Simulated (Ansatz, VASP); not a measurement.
# CsMgF3 in two plane-wave programs, part 2 of 2

Aim: how closely do two programs agree when they are given the same cell, functional and k mesh? The cell is taken from a series of runs on this material, whose earlier steps may have relaxed, scaled, displaced or heated it; both programs get it as it stands.

VASP 6.6.1 and Ansatz 0.2.0.

So far: The starting structure; Ansatz: relaxation of cell and atoms, PBEsol.

## Step 3: VASP: relaxation of cell and atoms, PBEsol

Level of this step: PBEsol; plane waves and PAW (Cs_sv, Mg, F) (VASP).

The same cell, functional and mesh now go to VASP, with its own data sets.

Lines of VASP's logs that name or quote its potential files are left out, and so is its time.

File INCAR:

```
SYSTEM = CsMgF3
PREC = Accurate
ENCUT = 600
EDIFF = 1E-07
NELM = 120
ISMEAR = 0
SIGMA = 0.01
LREAL = .FALSE.
ALGO = Normal
GGA = PS
NBANDS = 22
LORBIT = 11
LWAVE = .FALSE.
LCHARG = .FALSE.
ISIF = 3
IBRION = 2
NSW = 80
EDIFFG = -0.005
LASPH = .TRUE.
GGA_COMPAT = .FALSE.
NELMIN = 4
EFERMI = MIDGAP
KPAR = 2
```

File POSCAR:

```
CsMgF3
1.0
    4.1805620000      0.0000000000      0.0000000000
    0.0000000000      4.1805620000      0.0000000000
    0.0000000000      0.0000000000      4.1805620000
Cs Mg F
1 1 3
Direct
    0.0000000000      0.0000000000      0.0000000000
    0.5000000000      0.5000000000      0.5000000000
    0.0000000000      0.5000000000      0.5000000000
    0.5000000000      0.0000000000      0.5000000000
    0.5000000000      0.5000000000      0.0000000000
```

File KPOINTS:

```
Automatic mesh
0
Gamma
8 8 8
0 0 0
```

PAW data sets: Cs_sv, Mg and F (PBE family, release 64).

On the command line:

```bash
$ mpirun -np 2 vasp_std
```

Numbers of over 12 decimals in the logs are rounded to 6 here.

The program printed:

```text
[banner, memory and clock lines left out]
running    2 mpi-ranks, on    1 nodes
 distrk:  each k-point on    1 cores,    2 groups
 distr:  one band on    1 cores,    1 groups

 POSCAR found type information on POSCAR CsMgF
 POSCAR found :  3 types and       5 ions
|                                                                             |
|               ----> ADVICE to this user running VASP <----                  |
|                                                                             |
|     You enforced a specific xc type in the INCAR file but a different       |
|     [... a line on the potential file left out ...]
|     I HOPE YOU KNOW WHAT YOU ARE DOING!                                     |
|                                                                             |

 LDA part: xc-table for (Slater+PW92), standard interpolation
 POSCAR, INCAR and KPOINTS ok, starting setup
 FFT: planning ... GRIDC
 FFT: planning ... GRID_SOFT
 FFT: planning ... GRID
 WAVECAR not read
 entering main loop
       N       E                     dE             d eps       ncg     rms          rms(c)
DAV:   1     0.207612249532E+03    0.20761E+03   -0.18796E+04  1540   0.154E+03
DAV:   2    -0.150899437851E+02   -0.22270E+03   -0.21302E+03  2164   0.303E+02
DAV:   3    -0.265780653706E+02   -0.11488E+02   -0.11454E+02  1912   0.690E+01
DAV:   4    -0.266492898823E+02   -0.71225E-01   -0.71215E-01  1696   0.633E+00
DAV:   5    -0.266497248948E+02   -0.43501E-03   -0.43500E-03  1852   0.484E-01    0.807E+00
DAV:   6    -0.246281109893E+02    0.20216E+01   -0.71011E+00  1786   0.242E+01    0.273E+00
DAV:   7    -0.246372011352E+02   -0.90901E-02   -0.71595E-01  1642   0.486E+00    0.186E+00
DAV:   8    -0.246201695426E+02    0.17032E-01   -0.92731E-02  1780   0.293E+00    0.427E-01
DAV:   9    -0.246165406703E+02    0.36289E-02   -0.20820E-02  1888   0.116E+00    0.902E-02
DAV:  10    -0.246168762217E+02   -0.33555E-03   -0.16309E-03  1636   0.280E-01    0.223E-02
DAV:  11    -0.246168797713E+02   -0.35496E-05   -0.56216E-05  1828   0.565E-02    0.502E-03
DAV:  12    -0.246168799002E+02   -0.12888E-06   -0.60720E-06  1810   0.187E-02    0.352E-03
DAV:  13    -0.246168795437E+02    0.35643E-06   -0.13964E-06  1828   0.942E-03    0.500E-04
DAV:  14    -0.246168795486E+02   -0.48644E-08   -0.86503E-08   944   0.184E-03
   1 F= -.24616880E+02 E0= -.24616880E+02  d E =-.246169E+02
 curvature:   0.00 expect dE= 0.000E+00 dE for cont linesearch  0.000E+00
 trial: gam= 0.00000 g(F)=  0.000E+00 g(S)=  0.105E-02 ort = 0.000E+00 (trialstep = 0.100E+01)
 search vector abs. value=  0.105E-02
 bond charge predicted
       N       E                     dE             d eps       ncg     rms          rms(c)
DAV:   1    -0.246269984532E+02   -0.10119E-01   -0.16781E-01  1558   0.328E+00    0.758E-01
DAV:   2    -0.246179732968E+02    0.90252E-02   -0.37772E-02  1576   0.149E+00    0.106E-01
DAV:   3    -0.246176070676E+02    0.36623E-03   -0.84731E-04  1618   0.242E-01    0.626E-02
DAV:   4    -0.246174579381E+02    0.14913E-03   -0.79520E-04  1696   0.185E-01    0.268E-02
DAV:   5    -0.246174500763E+02    0.78618E-05   -0.69718E-05  1716   0.603E-02    0.168E-02
DAV:   6    -0.246174488688E+02    0.12075E-05   -0.12066E-05  1708   0.197E-02    0.711E-03
DAV:   7    -0.246174500427E+02   -0.11739E-05   -0.61098E-06  1816   0.196E-02    0.389E-03
DAV:   8    -0.246174496205E+02    0.42224E-06   -0.67548E-07  1750   0.635E-03    0.105E-03
DAV:   9    -0.246174495385E+02    0.81995E-07   -0.25409E-07  1604   0.287E-03
   2 F= -.24617450E+02 E0= -.24617450E+02  d E =-.569990E-03
 trial-energy change:   -0.000570  1 .order   -0.000566   -0.001047   -0.000085
 step:   1.0856(harm=  1.0880)  dis= 0.00000  next Energy=   -24.617453 (dE=-0.574E-03)
 reached required accuracy - stopping structural energy minimisation
```

OUTCAR, selected parts (step 3):

```text
ion  position               nearest neighbor table
   1  0.000  0.000  0.000-
   2  0.500  0.500  0.500-   3 2.09   4 2.09   5 2.09   5 2.09   4 2.09   3 2.09
   3  0.000  0.500  0.500-   2 2.09   2 2.09
   4  0.500  0.000  0.500-   2 2.09   2 2.09
   5  0.500  0.500  0.000-   2 2.09   2 2.09

  LATTYP: Found a simple cubic cell.
 ALAT       =     4.1805620000

 Subroutine GETGRP returns: Found 48 space group operations
 (whereof 48 operations were pure point group operations)

The static configuration has the point symmetry O_h .

 Found     35 irreducible k-points:

   k-points           NKPTS =     35   k-points in BZ     NKDIM =     35   number of bands    NBANDS=     22

   dimension x,y,z NGX =    36 NGY =   36 NGZ =   36
   dimension x,y,z NGXF=    72 NGYF=   72 NGZF=   72

   ENCUT  =  600.0 eV  44.10 Ry    6.64 a.u.   8.35  8.35  8.35*2*pi/ulx,y,z

   NELECT =      32.0000    total number of electrons

 k-points in reciprocal lattice and weights: Automatic mesh
   0.00000000  0.00000000  0.00000000       0.002
   0.12500000  0.00000000  0.00000000       0.012
   0.25000000  0.00000000  0.00000000       0.012
   0.37500000  0.00000000  0.00000000       0.012
   0.50000000  0.00000000  0.00000000       0.006
   0.12500000  0.12500000  0.00000000       0.023
   0.25000000  0.12500000  0.00000000       0.047
   0.37500000  0.12500000  0.00000000       0.047
   0.50000000  0.12500000  0.00000000       0.023
[...]
0.50000000  0.50000000  0.37500000       0.012
   0.50000000  0.50000000  0.50000000       0.002

 average (electrostatic) potential at core
       1 -46.8786       2 -38.1404       3 -76.6689       4 -76.6689       5 -76.6689

 E-fermi :   2.5804

 k-point     1 :       0.0000    0.0000    0.0000
  band No.  band energies     occupation
    ...
     12      -1.6886      2.00000
     13      -1.6886      2.00000
     14      -0.8622      2.00000
     15      -0.8622      2.00000
     16      -0.8622      2.00000
     17       6.0230      0.00000
     18       7.5974      0.00000
     19       7.5974      0.00000
     20      10.4963      0.00000
     21      10.4963      0.00000
    ...

 k-point     2 :       0.1250    0.0000    0.0000
  band No.  band energies     occupation
    ...
     12      -1.7153      2.00000
     13      -1.7153      2.00000
     14      -1.0600      2.00000
     15      -0.9178      2.00000
     16      -0.9178      2.00000
     17       6.3201      0.00000
     18       7.7548      0.00000
     19       7.9015      0.00000
     20      10.5703      0.00000
     21      10.5703      0.00000
    ...

 k-point     3 :       0.2500    0.0000    0.0000
  band No.  band energies     occupation
    ...
     12      -1.7397      2.00000
     13      -1.7397      2.00000
     14      -1.5127      2.00000
     15      -1.0597      2.00000
     16      -1.0597      2.00000
     17       7.0459      0.00000
     18       8.1536      0.00000
     19       8.6871      0.00000
     20      10.7374      0.00000
     21      10.7374      0.00000
    ...

  Total       -0.0153795     -0.0153795     -0.0153795      0.0000000      0.0000000     -0.0000000
  in kB       -0.3391100     -0.3391100     -0.3391100      0.0000000      0.0000000     -0.0000000
  external PRESSURE =      -0.3391100 kB  Pullay stress =       0.0000000 kB

  energy-cutoff  :      600.00
  volume of cell :       72.66
      direct lattice vectors                 reciprocal lattice vectors
     4.172890277  0.000000000 -0.000000000     0.239642055  0.000000000 -0.000000000
    -0.000000000  4.172890277  0.000000000    -0.000000000  0.239642055  0.000000000
     0.000000000 -0.000000000  4.172890277     0.000000000 -0.000000000  0.239642055

 POSITION                                       TOTAL-FORCE (eV/Angst)
 -----------------------------------------------------------------------------------
      0.00000      0.00000      0.00000         0.000000      0.000000      0.000000
      2.08645      2.08645      2.08645         0.000000      0.000000      0.000000
     -0.00000      2.08645      2.08645        -0.000000      0.000000      0.000000
      2.08645     -0.00000      2.08645         0.000000     -0.000000      0.000000
      2.08645      2.08645      0.00000         0.000000      0.000000      0.000000
 -----------------------------------------------------------------------------------
    total drift:                                0.000000      0.000000      0.000000

  FREE ENERGIE OF THE ION-ELECTRON SYSTEM (eV)
  ---------------------------------------------------
  free  energy   TOTEN  =       -24.6174495385 eV

  energy  without entropy=      -24.6174495385  energy(sigma->0) =      -24.61744954

 reached required accuracy - stopping structural energy minimisation

 total charge
# of ion       s       p       d       tot
------------------------------------------
    1        1.849   4.723   0.055   6.627
    2        0.109   0.125   0.056   0.290
    3        1.724   4.374   0.000   6.098
    4        1.724   4.374   0.000   6.098
    5        1.724   4.374   0.000   6.098
--------------------------------------------------
tot          7.131  17.969   0.111  25.211

[... 3 further parts left out ...]
```

CONTCAR:

```
CsMgF3
   1.00000000000000
     4.1728902772192713    0.0000000000000000   -0.0000000000000000
    -0.0000000000000000    4.1728902772192713    0.0000000000000000
     0.0000000000000000   -0.0000000000000000    4.1728902772192713
  Cs              Mg              F
     1     1     3
Direct
     0.0000000000000000    0.0000000000000000    0.0000000000000000
     0.5000000000000000    0.5000000000000000    0.5000000000000000
     0.0000000000000000    0.5000000000000000    0.5000000000000000
     0.5000000000000000    0.0000000000000000    0.5000000000000000
     0.5000000000000000    0.5000000000000000    0.0000000000000000
```

## Step 4: Comparison

Known differences besides the potentials themselves: fixed occupations in Ansatz, narrow Gaussian smearing in VASP; the data sets hold 40 valence electrons in Ansatz (on its PAW soft_1 files) and 32 in VASP; the cutoff is 420 eV in Ansatz and 600 eV in VASP; Ansatz makes its cores anew for this functional, VASP keeps those of its PBE data sets; Ansatz adds a Pulay correction to the stress that steers its cell, VASP none. Total energies have different zeros and are not compared.

Compared:

```
                                         quantity  Ansatz   VASP  difference
                                      volume (Å³)   73.06  72.66     +0.55 %
edge a after relaxation, in the typed setting (Å)   4.181  4.173     +0.18 %
```

## Step 5: Summary of results

| Item | Value |
| --- | --- |
| difference in volume (relaxation of cell and atoms, PBEsol) | 0.55 % |

What this shows: The difference in volume is 0.55 % (relaxation of cell and atoms, PBEsol), within the 1.2 % picked in this series as the mark of a large difference, as far as the stopping tolerances let one tell. The data sets hold unlike numbers of valence electrons (40 in Ansatz and 32 in VASP), so part of the differences comes from the potentials. 1 further run of this series is not shown here. Such differences can come from data sets, numerical settings and the points named under the comparisons, not from the functional's error against experiment.

[Lines on the potential files, build, host, timing and source positions are cut from VASP's logs without a mark.]

[Logs are printed without paths, hosts, clocks, repeated set-up lines and the standing remarks that a program may print on its own settings, such as how far it seeks lower states.]

[Hosts, paths, dates, database ids (printed as entryN), source tags and the programs' standing remarks are cut or masked in the printed files.]
